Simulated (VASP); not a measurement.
# LaSb2Au: interstitial H from one void to a neighbouring one, part 2 of 4

Wanted: the minimum-energy path in LaSb2Au for this move: interstitial H from one void to a neighbouring one. The start is a cell from a database of measured crystal structures.

VASP 6.6.1, plane waves and PAW; the level of theory is named at each step.

So far. Step 2 (Relax the host): The run ended after 12 ionic steps, 0.096 eV below its first step, once forces and stress met EDIFFG = -0.02.

## (3) Relax the start

This step: LDA; plane waves and PAW (Au, La, Sb, H) (VASP 6.6.1).

System of this step: La4Sb8HAu4. The cell holds 17 atoms: 4 Au, 4 La, 8 Sb and 1 H. Cell: a = 6.205 Å, b = 6.205 Å, c = 10.259 Å, α = 90.0°, β = 90.0°, γ = 90.0°. It derives from LaSb2Au. Nearest the centre at fractional (0.250, 0.500, 0.500): Sb10 at 1.55 Å, Sb12 at 1.59 Å, H17 at 1.77 Å, La5 at 2.98 Å, La7 at 2.98 Å, Sb11 at 3.42 Å, Sb9 at 3.43 Å, Sb15 at 3.70 Å.

A path needs two true minima; the start is relaxed with symmetry off.

INCAR

```
SYSTEM = La4Sb8HAu4
PREC = Normal
ENCUT = 280
EDIFF = 1E-05
NELM = 120
ISMEAR = 1
SIGMA = 0.15
LREAL = Auto
ALGO = Fast
GGA = CA
NBANDS = 81
LORBIT = 11
LWAVE = .FALSE.
LCHARG = .FALSE.
NCORE = 3
IBRION = 2
NSW = 60
ISIF = 2
EDIFFG = -0.05
POTIM = 0.4
MAXMIX = 40
ISYM = 0
```

POSCAR

```
La4Sb8HAu4
1.0
    4.3875942877      4.3875942877      0.0000000000
   -4.3875942877      4.3875942877      0.0000000000
    0.0000000000      0.0000000000     10.2590976983
Au La Sb H
4 4 8 1
Direct
    0.5026602331      0.0010849544      0.0006441835
   -0.0009066503      0.5050335399      0.0008702024
    0.0001006585      0.0025482560      0.0007107299
    0.5007351517      0.4993944056      0.0010658111
    0.2479502115      0.2513071950      0.2519676827
    0.7514553951      0.7487256705      0.2523374278
    0.2476317302      0.7511959087      0.7471083040
    0.7523212285      0.2535775111      0.7490550291
    0.4895154943      0.0018738041      0.4996592837
   -0.0004753115      0.5014491618      0.5004236668
    0.0022924134     -0.0073613450      0.4992638631
    0.5061297249      0.4968181456      0.5012926349
    0.2450722847      0.2474152834      0.8283717300
    0.7474511363      0.7469542167      0.8267133163
    0.2476825676      0.7480109648      0.1717631645
    0.7502987269      0.2498634860      0.1709677306
    0.2533843490      0.2506778632      0.5839588236
```

KPOINTS

```
Automatic mesh
0
Monkhorst-Pack
3 3 2
0 0 0
```

PAW data sets: Au, La, Sb and H (LDA family, release 64).

On the command line:

```bash
mpirun -np 3 vasp_std
```

What it wrote:

```text
[banner, memory and clock lines left out]
running    3 mpi-ranks, on    1 nodes
 distrk:  each k-point on    3 cores,    1 groups
 distr:  one band on    3 cores,    1 groups

 POSCAR found type information on POSCAR AuLaSbH
 POSCAR found :  4 types and      17 ions
 LDA part: xc-table for (Slater(with rela. corr.)+CA(PZ))
 , standard interpolation
 POSCAR, INCAR and KPOINTS ok, starting setup
 FFT: planning ... GRIDC
 FFT: planning ... GRID_SOFT
 FFT: planning ... GRID
 WAVECAR not read
 entering main loop
       N       E                     dE             d eps       ncg     rms          rms(c)
DAV:   1     0.107607315104E+04    0.10761E+04   -0.30042E+04  1458   0.117E+03
DAV:   2     0.180854168270E+03   -0.89522E+03   -0.82482E+03  1736   0.309E+02
DAV:   3    -0.370335459741E+02   -0.21789E+03   -0.20469E+03  1943   0.162E+02
DAV:   4    -0.883578796665E+02   -0.51324E+02   -0.48208E+02  2674   0.739E+01
DAV:   5    -0.980464139040E+02   -0.96885E+01   -0.90791E+01  2724   0.319E+01    0.199E+01
RMM:   6    -0.904796146038E+02    0.75668E+01   -0.96681E+01  1979   0.472E+01    0.141E+01
RMM:   7    -0.942783893823E+02   -0.37988E+01   -0.41381E+01  2173   0.123E+01    0.108E+01
RMM:   8    -0.934807885311E+02    0.79760E+00   -0.64478E+00  2133   0.833E+00    0.310E+00
RMM:   9    -0.936023074539E+02   -0.12152E+00   -0.21766E+00  2315   0.331E+00    0.104E+00
RMM:  10    -0.936379962090E+02   -0.35689E-01   -0.54137E-01  2505   0.164E+00    0.321E-01
RMM:  11    -0.936669555579E+02   -0.28959E-01   -0.32160E-01  2555   0.112E+00    0.228E-01
RMM:  12    -0.936814577914E+02   -0.14502E-01   -0.14831E-01  2629   0.720E-01    0.713E-02
RMM:  13    -0.936924575367E+02   -0.11000E-01   -0.10826E-01  2632   0.537E-01    0.139E-01
RMM:  14    -0.936978628930E+02   -0.54054E-02   -0.57537E-02  2635   0.475E-01    0.305E-02
RMM:  15    -0.937025200958E+02   -0.46572E-02   -0.46077E-02  2636   0.368E-01    0.681E-02
RMM:  16    -0.937051587348E+02   -0.26386E-02   -0.26299E-02  2630   0.313E-01    0.769E-02
WARNING in EDDRMM: call to ZHEGV failed, returncode =   8  4     28
RMM:  17    -0.937074989892E+02   -0.23403E-02   -0.22604E-02  2627   0.274E-01    0.138E-01
RMM:  18    -0.937087161160E+02   -0.12171E-02   -0.13460E-02  2619   0.240E-01    0.942E-02
RMM:  19    -0.937098483927E+02   -0.11323E-02   -0.11610E-02  2560   0.209E-01    0.102E-01
WARNING in EDDRMM: call to ZHEGV failed, returncode =   6  3     32
RMM:  20    -0.937105764159E+02   -0.72802E-03   -0.74003E-03  2505   0.187E-01    0.111E-01
WARNING in EDDRMM: call to ZHEGV failed, returncode =   6  3     24
WARNING in EDDRMM: call to ZHEGV failed, returncode =   6  3     36
RMM:  21    -0.937111585284E+02   -0.58211E-03   -0.62731E-03  2486   0.169E-01    0.108E-01
RMM:  22    -0.937116108685E+02   -0.45234E-03   -0.43257E-03  2495   0.155E-01    0.131E-01
WARNING in EDDRMM: call to ZHEGV failed, returncode =   8  4     44
RMM:  23    -0.937119768986E+02   -0.36603E-03   -0.37083E-03  2488   0.137E-01    0.140E-01
WARNING in EDDRMM: call to ZHEGV failed, returncode =   6  3     27
WARNING in EDDRMM: call to ZHEGV failed, returncode =   8  4     28
RMM:  24    -0.937122197345E+02   -0.24284E-03   -0.25240E-03  2466   0.124E-01    0.145E-01
RMM:  25    -0.937124649684E+02   -0.24523E-03   -0.22514E-03  2457   0.113E-01    0.159E-01
RMM:  26    -0.937126086228E+02   -0.14365E-03   -0.15518E-03  2434   0.102E-01    0.161E-01
WARNING in EDDRMM: call to ZHEGV failed, returncode =   6  3     61
RMM:  27    -0.937127460561E+02   -0.13743E-03   -0.13710E-03  2387   0.937E-02    0.168E-01
RMM:  28    -0.937128431692E+02   -0.97113E-04   -0.97313E-04  2401   0.863E-02    0.171E-01
RMM:  29    -0.937129131625E+02   -0.69993E-04   -0.84000E-04  2336   0.785E-02    0.170E-01
RMM:  30    -0.937128757275E+02    0.37435E-04   -0.72441E-04  2396   0.804E-02    0.135E-01
RMM:  31    -0.937128101623E+02    0.65565E-04   -0.78128E-04  2449   0.869E-02    0.842E-02
RMM:  32    -0.937128261623E+02   -0.16000E-04   -0.54978E-04  2386   0.702E-02    0.702E-02
RMM:  33    -0.937128603853E+02   -0.34223E-04   -0.36005E-04  2165   0.593E-02    0.740E-02
RMM:  34    -0.937128846009E+02   -0.24216E-04   -0.29588E-04  2029   0.544E-02    0.716E-02
RMM:  35    -0.937129066464E+02   -0.22045E-04   -0.24777E-04  2010   0.515E-02    0.726E-02
WARNING in EDDRMM: call to ZHEGV failed, returncode =   6  3     52
RMM:  36    -0.937129228358E+02   -0.16189E-04   -0.17623E-04  1927   0.474E-02    0.733E-02
RMM:  37    -0.937129377134E+02   -0.14878E-04   -0.15365E-04  1841   0.447E-02    0.752E-02
WARNING in EDDRMM: call to ZHEGV failed, returncode =   8  4     32
RMM:  38    -0.937129487516E+02   -0.11038E-04   -0.12597E-04  1757   0.427E-02    0.766E-02
RMM:  39    -0.937129643846E+02   -0.15633E-04   -0.12690E-04  1688   0.426E-02    0.813E-02
RMM:  40    -0.937129736252E+02   -0.92406E-05   -0.95454E-05  1607   0.415E-02
   1 F= -.93712974E+02 E0= -.93711669E+02  d E =-.937130E+02
 curvature:   0.00 expect dE= 0.000E+00 dE for cont linesearch  0.000E+00
 trial: gam= 0.00000 g(F)=  0.332E-01 g(S)=  0.000E+00 ort = 0.000E+00 (trialstep = 0.100E+01)
 search vector abs. value=  0.332E-01
 bond charge predicted
       N       E                     dE             d eps       ncg     rms          rms(c)
DAV:   1    -0.937238783583E+02   -0.10914E-01   -0.16361E+00  1924   0.411E+00    0.343E-01
RMM:   2    -0.938264353629E+02   -0.10256E+00   -0.53426E-01  2043   0.343E+00    0.202E+00
RMM:   3    -0.937604666408E+02    0.65969E-01   -0.83078E-02  2035   0.116E+00    0.916E-01
RMM:   4    -0.937404486159E+02    0.20018E-01   -0.13403E-01  2044   0.126E+00    0.429E-01
RMM:   5    -0.937435156245E+02   -0.30670E-02   -0.16284E-02  2047   0.479E-01    0.313E-01
RMM:   6    -0.937409033643E+02    0.26123E-02   -0.11571E-02  2067   0.375E-01    0.285E-01
RMM:   7    -0.937445728162E+02   -0.36695E-02   -0.20418E-02  2137   0.419E-01    0.498E-01
RMM:   8    -0.937423974457E+02    0.21754E-02   -0.25515E-03  2097   0.169E-01    0.391E-01
RMM:   9    -0.937410555020E+02    0.13419E-02   -0.21329E-03  2069   0.174E-01    0.289E-01
RMM:  10    -0.937406970393E+02    0.35846E-03   -0.28579E-03  2107   0.172E-01    0.191E-01
RMM:  11    -0.937407090454E+02   -0.12006E-04   -0.26840E-04  1731   0.569E-02    0.189E-01
RMM:  12    -0.937407434753E+02   -0.34430E-04   -0.12905E-04  1615   0.829E-02    0.187E-01
RMM:  13    -0.937407462653E+02   -0.27899E-05   -0.50435E-05  1227   0.318E-02
   2 F= -.93740746E+02 E0= -.93739453E+02  d E =-.277726E-01
[... from here on, the cycles between the ionic steps are left out ...]
   3 F= -.93760775E+02 E0= -.93759490E+02  d E =-.478016E-01
   4 F= -.93761910E+02 E0= -.93760596E+02  d E =-.489362E-01
   5 F= -.93767442E+02 E0= -.93766081E+02  d E =-.553231E-02
   6 F= -.93770386E+02 E0= -.93768977E+02  d E =-.847633E-02
   7 F= -.93770504E+02 E0= -.93768983E+02  d E =-.859397E-02
   8 F= -.93771487E+02 E0= -.93770033E+02  d E =-.957711E-02
   9 F= -.93771393E+02 E0= -.93769913E+02  d E =-.948295E-02
  10 F= -.93771469E+02 E0= -.93770001E+02  d E =-.955959E-02
  11 F= -.93773678E+02 E0= -.93772150E+02  d E =-.220885E-02
  12 F= -.93776785E+02 E0= -.93775107E+02  d E =-.531530E-02
  13 F= -.93778822E+02 E0= -.93777108E+02  d E =-.203747E-02
  14 F= -.93782118E+02 E0= -.93780355E+02  d E =-.533339E-02
  15 F= -.93789059E+02 E0= -.93787225E+02  d E =-.122738E-01
  16 F= -.93804125E+02 E0= -.93802261E+02  d E =-.273402E-01
  17 F= -.93838260E+02 E0= -.93836352E+02  d E =-.614757E-01
[...]
WARNING in EDDRMM: call to ZHEGV failed, returncode =   8  4     51
[...]
WARNING in EDDRMM: call to ZHEGV failed, returncode =   8  4     57
[...]
WARNING in EDDRMM: call to ZHEGV failed, returncode =   6  3     49
  18 F= -.93873023E+02 E0= -.93870430E+02  d E =-.962379E-01
  19 F= -.93873600E+02 E0= -.93871151E+02  d E =-.968152E-01
  20 F= -.93874229E+02 E0= -.93871716E+02  d E =-.974448E-01
  21 F= -.93874800E+02 E0= -.93872279E+02  d E =-.570677E-03
  22 F= -.93876430E+02 E0= -.93873886E+02  d E =-.220079E-02
  23 F= -.93879358E+02 E0= -.93876769E+02  d E =-.512895E-02
[...]
WARNING in EDDRMM: call to ZHEGV failed, returncode =   6  3     57
  24 F= -.93883909E+02 E0= -.93881234E+02  d E =-.967969E-02
  25 F= -.93887233E+02 E0= -.93884387E+02  d E =-.130036E-01
  26 F= -.93897093E+02 E0= -.93894209E+02  d E =-.986005E-02
  27 F= -.93926474E+02 E0= -.93923487E+02  d E =-.392412E-01
[...]
WARNING in EDDRMM: call to ZHEGV failed, returncode =   6  3     52
  28 F= -.93978018E+02 E0= -.93974842E+02  d E =-.907847E-01
[...]
WARNING in EDDRMM: call to ZHEGV failed, returncode =   8  4     43
[...]
WARNING in EDDRMM: call to ZHEGV failed, returncode =   6  3     59
  29 F= -.94007994E+02 E0= -.94004480E+02  d E =-.120761E+00
  30 F= -.94013594E+02 E0= -.94010222E+02  d E =-.126361E+00
  31 F= -.94014738E+02 E0= -.94011325E+02  d E =-.127505E+00
  32 F= -.94050056E+02 E0= -.94046698E+02  d E =-.353182E-01
  33 F= -.94124535E+02 E0= -.94121346E+02  d E =-.109797E+00
[...]
WARNING in EDDRMM: call to ZHEGV failed, returncode =   6  3     36
  34 F= -.94181070E+02 E0= -.94178309E+02  d E =-.166332E+00
[...]
WARNING in EDDRMM: call to ZHEGV failed, returncode =   6  3     61
  35 F= -.94207756E+02 E0= -.94205045E+02  d E =-.266861E-01
[...]
WARNING in EDDRMM: call to ZHEGV failed, returncode =   6  3     56
[...]
WARNING in EDDRMM: call to ZHEGV failed, returncode =   8  4     43
  36 F= -.94238610E+02 E0= -.94235991E+02  d E =-.575398E-01
[...]
WARNING in EDDRMM: call to ZHEGV failed, returncode =   8  4     19
  37 F= -.94252451E+02 E0= -.94250090E+02  d E =-.713804E-01
  38 F= -.94254884E+02 E0= -.94252434E+02  d E =-.738138E-01
  39 F= -.94268413E+02 E0= -.94265979E+02  d E =-.135289E-01
  40 F= -.94281510E+02 E0= -.94279128E+02  d E =-.266261E-01
  41 F= -.94287476E+02 E0= -.94285124E+02  d E =-.596640E-02
  42 F= -.94288456E+02 E0= -.94286127E+02  d E =-.694637E-02
  43 F= -.94288415E+02 E0= -.94286079E+02  d E =-.690512E-02
  44 F= -.94288443E+02 E0= -.94286111E+02  d E =-.693299E-02
  45 F= -.94288436E+02 E0= -.94286102E+02  d E =-.692558E-02
  46 F= -.94290458E+02 E0= -.94288122E+02  d E =-.202229E-02
  47 F= -.94290749E+02 E0= -.94288411E+02  d E =-.231306E-02
 curvature:  -2.05 expect dE=-0.101E-02 dE for cont linesearch -0.476E-05
 trial: gam= 0.48836 g(F)=  0.492E-03 g(S)=  0.000E+00 ort =-0.536E-04 (trialstep = 0.291E+01)
 search vector abs. value=  0.735E-03
 bond charge predicted
       N       E                     dE             d eps       ncg     rms          rms(c)
DAV:   1    -0.942900701220E+02    0.67250E-03   -0.21999E-01  1476   0.133E+00    0.827E-02
RMM:   2    -0.942912170944E+02   -0.11470E-02   -0.11216E-02  1779   0.829E-01    0.613E-02
RMM:   3    -0.942916201204E+02   -0.40303E-03   -0.53309E-03  2086   0.265E-01    0.315E-02
RMM:   4    -0.942916865812E+02   -0.66461E-04   -0.93440E-04  2006   0.106E-01    0.299E-02
RMM:   5    -0.942917026609E+02   -0.16080E-04   -0.23140E-04  1730   0.744E-02    0.321E-02
RMM:   6    -0.942917162201E+02   -0.13559E-04   -0.15827E-04  1749   0.716E-02    0.399E-02
RMM:   7    -0.942917275763E+02   -0.11356E-04   -0.65882E-05  1311   0.364E-02    0.422E-02
RMM:   8    -0.942917227813E+02    0.47950E-05   -0.22595E-05  1015   0.330E-02
  48 F= -.94291723E+02 E0= -.94289365E+02  d E =-.974062E-03
 trial-energy change:   -0.000974  1 .order   -0.000825   -0.001356   -0.000294
 step:   3.3219(harm=  3.7161)  dis= 0.00527  next Energy=   -94.291744 (dE=-0.995E-03)
 reached required accuracy - stopping structural energy minimisation
```

Elapsed: 15 min, on 3 MPI ranks of AMD EPYC 7R43, shared host; peak memory 0.36 GiB; 46 min of CPU time.

OUTCAR, selected parts (step 3):

```text
 Found      9 irreducible k-points:

   k-points           NKPTS =      9   k-points in BZ     NKDIM =      9   number of bands    NBANDS=     81

   dimension x,y,z NGX =    28 NGY =   28 NGZ =   42
   dimension x,y,z NGXF=    56 NGYF=   56 NGZF=   84

   ENCUT  =  280.0 eV  20.58 Ry    4.54 a.u.   8.47  8.47 14.00*2*pi/ulx,y,z

   NELECT =     129.0000    total number of electrons

 E-fermi :   9.2624

 k-point     1 :       0.0000    0.0000    0.2500
  band No.  band energies     occupation
    ...
     59       7.4521      2.00000
     60       7.4548      2.00000
     61       7.8733      2.00000
     62       7.9617      2.00000
     63       9.0958      2.06623
     64       9.6075     -0.00539
     65       9.6341     -0.00255
     66       9.7039     -0.00026
     67      10.2067     -0.00000
     68      10.8160     -0.00000
    ...

 k-point     2 :       0.3333    0.0000    0.2500
  band No.  band energies     occupation
    ...
     61       8.1559      2.00000
     62       8.4826      2.00000
     63       8.5685      2.00000
     64       8.6951      2.00000
     65       9.1009      2.06273
     66       9.9738     -0.00000
     67      10.4500     -0.00000
     68      10.4684     -0.00000
     69      10.6878     -0.00000
     70      10.7038     -0.00000
    ...

  Total        4.2771999      4.2287452     -1.7499761     -0.5390042     -0.1088947     -0.1089247
  in kB       17.3491436     17.1526019     -7.0982388     -2.1863044     -0.4416978     -0.4418195
  external PRESSURE =       9.1345022 kB  Pullay stress =       0.0000000 kB

  energy-cutoff  :      280.00
  volume of cell :      395.00
      direct lattice vectors                 reciprocal lattice vectors
     4.387594288  4.387594288  0.000000000     0.113957665  0.113957665  0.000000000
    -4.387594288  4.387594288  0.000000000    -0.113957665  0.113957665  0.000000000
     0.000000000  0.000000000 10.259097698     0.000000000  0.000000000  0.097474459

 POSITION                                       TOTAL-FORCE (eV/Angst)
 -----------------------------------------------------------------------------------
     -2.20549      6.55531      0.07826         0.000923      0.011279     -0.001082
      2.16896      6.55442      0.07465         0.002689      0.009148     -0.000625
      4.37113      4.37139      0.07408        -0.000249     -0.005881      0.000763
     -0.00839      4.37139      0.08071        -0.006440      0.012688     -0.002036
     -0.01426      2.16785      2.65017        -0.007836      0.009983      0.011759
     -0.01523      6.55344      2.63049        -0.007039      0.012663     -0.009808
     -2.21736      4.37069      7.76352         0.005942     -0.005844      0.003473
      2.17812      4.37808      7.76166         0.007006     -0.008586      0.001059
     -2.13284      6.54741      5.20619         0.009429     -0.016905      0.008609
      2.14703      6.55999      5.20221         0.002263     -0.009847     -0.005181
     -0.03014      8.73481      5.20094         0.000787     -0.009006      0.000022
     -0.04411      4.45398      5.21205        -0.011646     -0.000555     -0.004892
     -0.01683      2.18558      8.55143         0.011045     -0.005992      0.009630
     -0.01979      6.56659      8.53138        -0.004883      0.001934      0.002037
     -2.20631      4.36012      1.84660        -0.001846      0.008502     -0.005547
      2.18271      4.36214      1.85493        -0.005656     -0.011690     -0.013405
      0.22726      2.42925      4.84892         0.005511      0.008109      0.005223
 -----------------------------------------------------------------------------------
    total drift:                                0.046279     -0.005588      0.021456

  FREE ENERGIE OF THE ION-ELECTRON SYSTEM (eV)
  ---------------------------------------------------
  free  energy   TOTEN  =       -94.2917227813 eV

  energy  without entropy=      -94.2846496155  energy(sigma->0) =      -94.28936506

 total charge
# of ion       s       p       d       f       tot
--------------------------------------------------
    1        0.611   0.398   8.722   0.000   9.731
    2        0.611   0.398   8.723   0.000   9.731
    3        0.611   0.397   8.723   0.000   9.731
    4        0.611   0.398   8.722   0.000   9.732
    5        2.024   5.625   0.806   0.189   8.644
    6        2.025   5.626   0.795   0.175   8.622
    7        2.024   5.626   0.799   0.168   8.616
    8        2.024   5.626   0.798   0.166   8.614
    9        1.200   1.236   0.043   0.000   2.480
   10        1.197   1.235   0.035   0.000   2.467
   11        1.197   1.235   0.035   0.000   2.467
   12        1.200   1.237   0.043   0.000   2.480
   13        1.150   1.306   0.048   0.000   2.505
   14        1.153   1.306   0.048   0.000   2.507
   15        1.150   1.308   0.050   0.000   2.508
   16        1.150   1.308   0.050   0.000   2.508
   17        0.489   0.017   0.000   0.000   0.506
--------------------------------------------------
tot         20.429  34.281  38.440   0.698  93.847

[... 1 part as in an earlier step ...]

[... 7 further parts left out ...]
```

This run has no spin polarisation. Its electron count is odd, so without a moment it is a metal by construction.

Relaxation path (22 of 48):

| step | energy less that of the first step (eV) | largest force (eV/Å) |
| --- | --- | --- |
| 1 | 0.0000 | 0.3799 |
| 3 | -0.0478 | 0.1658 |
| 5 | -0.0545 | 0.1013 |
| 8 | -0.0585 | 0.1144 |
| 10 | -0.0585 | 0.1158 |
| 12 | -0.0638 | 0.1571 |
| 14 | -0.0691 | 0.1842 |
| 17 | -0.1253 | 0.3895 |
| 19 | -0.1606 | 0.6299 |
| 21 | -0.1618 | 0.7236 |
| 23 | -0.1664 | 0.7997 |
| 26 | -0.1841 | 1.1430 |
| 28 | -0.2650 | 1.0866 |
| 30 | -0.3006 | 0.9148 |
| 32 | -0.3371 | 0.6995 |
| 35 | -0.4948 | 0.3895 |
| 37 | -0.5395 | 0.3822 |
| 39 | -0.5554 | 0.2121 |
| 41 | -0.5745 | 0.0920 |
| 44 | -0.5755 | 0.0654 |
| 46 | -0.5775 | 0.0558 |
| 48 | -0.5787 | 0.0212 |

The atoms that moved most (Å):

| atom | dx | dy | dz | length |
| --- | --- | --- | --- | --- |
| H17 | 0.215 | 0.218 | -1.142 | 1.182 |
| Sb9 | 0.115 | 0.004 | 0.080 | 0.140 |
| Sb12 | -0.085 | 0.053 | 0.069 | 0.122 |
| Sb11 | -0.072 | -0.018 | 0.079 | 0.109 |
| Sb16 | -0.013 | -0.026 | 0.101 | 0.105 |
| La7 | -0.008 | -0.012 | 0.099 | 0.100 |
| Sb15 | -0.011 | -0.009 | 0.084 | 0.086 |
| La8 | -0.010 | -0.035 | 0.077 | 0.085 |

Final coordinates:

```
Au La Sb H
1.0
     4.38759    4.38759    0.00000
    -4.38759    4.38759    0.00000
     0.00000    0.00000   10.25910
Au La Sb H
4 4 8 1
Direct
  0.49570 0.99836 0.00763
  0.99410 0.49976 0.00728
  0.99628 0.00003 0.00722
  0.49720 0.49911 0.00787
  0.24542 0.24867 0.25832
  0.74508 0.74855 0.25641
  0.24539 0.75076 0.75675
  0.74713 0.25070 0.75656
  0.50307 0.98918 0.50747
  0.99223 0.50289 0.50708
  0.99196 0.99883 0.50696
  0.50254 0.51259 0.50804
  0.24715 0.25098 0.83355
  0.74606 0.75057 0.83159
  0.24544 0.74829 0.18000
  0.74584 0.24836 0.18081
  0.30273 0.25093 0.47265
```

Numbers from this step:

```yaml
electronic_cycles: 528
electrons: 129
free_energy_toten: -94.2917 eV
energy_at_zero_smearing: -94.2894 eV
fermi_energy: 9.262 eV
```

The run ended after 48 ionic steps, 0.579 eV below its first step, once the forces on the free atoms met EDIFFG = -0.05.

H moved by 1.18 Å, so this state is no longer the site that was set up, and the path will join the minima actually found.

(Part 2 of 4 ends here.)

[Lines on the potential files, build, host, timing and source positions are cut from VASP's logs without a mark.]

[Logs are printed without paths, hosts, clocks, repeated set-up lines and the standing remarks that a program may print on its own settings, such as how far it seeks lower states.]

[Hosts, paths, dates, database ids (printed as entryN), source tags and the programs' standing remarks are cut or masked in the printed files.]

[Runs that stopped without an error message from VASP are left out.]
